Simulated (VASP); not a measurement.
TiN: relaxation of cell and atoms with PBE

TiN:

```
Ti N
1.0
     0.00000    2.13150    2.13150
     2.13150    0.00000    2.13150
     2.13150    2.13150    0.00000
Ti N
1 1
Cartesian
  0.0000 0.0000 0.0000
  2.1315 2.1315 2.1315
```

| Property | Result |
| --- | --- |
| Program | VASP 6.6.1 |
| Task | relaxation of cell and atoms |
| Functional | PBE |
| Potentials or basis | VASP PAW PBE potentials, release 64 (Ti_sv, N) |
| Cutoff | 520 eV |
| k mesh | 12 × 12 × 12 |
| Occupations | gaussian, width 1 eV |
| Spin | no spin polarisation |
| Further INCAR settings | ALGO = Normal; EDIFF = 1e-07; IBRION = 2; EDIFFG = -0.002; NSW = 80; ISIF = 3 |

- Pressure after relaxing: 0.0 GPa
- Band gap on the k mesh: none (metal or under the smearing width)

Final structure:
```xyz
2
Lattice="0.0000 2.1315 2.1315 2.1315 0.0000 2.1315 2.1315 2.1315 0.0000" Properties=species:S:1:pos:R:3 pbc="T T T"
Ti    0.0000    0.0000    0.0000
N     2.1315    2.1315    2.1315
```

Levels at points of the mesh, in eV from the Fermi level:
| k point | band 4 | band 5 | band 6 | band 7 | band 8 | band 9 | band 10 | band 11 | band 12 |
| --- | --- | --- | --- | --- | --- | --- | --- | --- | --- |
| (0.00, 0.00, 0.00) | -33.71 | -16.89 | -1.91 | -1.91 | -1.91 | -0.45 | -0.45 | -0.45 | 0.72 |
| (0.50, 0.00, 0.00) | -33.76 | -14.50 | -7.87 | -5.27 | -5.27 | 1.80 | 1.80 | 2.45 | 5.76 |
| (0.50, 0.50, 0.00) | -33.91 | -15.49 | -5.68 | -3.09 | -3.09 | -2.86 | 1.76 | 2.49 | 2.49 |

Wall time 7.6 s on 1 thread of Intel(R) Xeon(R) 6975P-C (Granite Rapids) (shared host), peak memory 0.14 GiB.

Caveat: the relaxation stopped at its first step, so nothing moved.
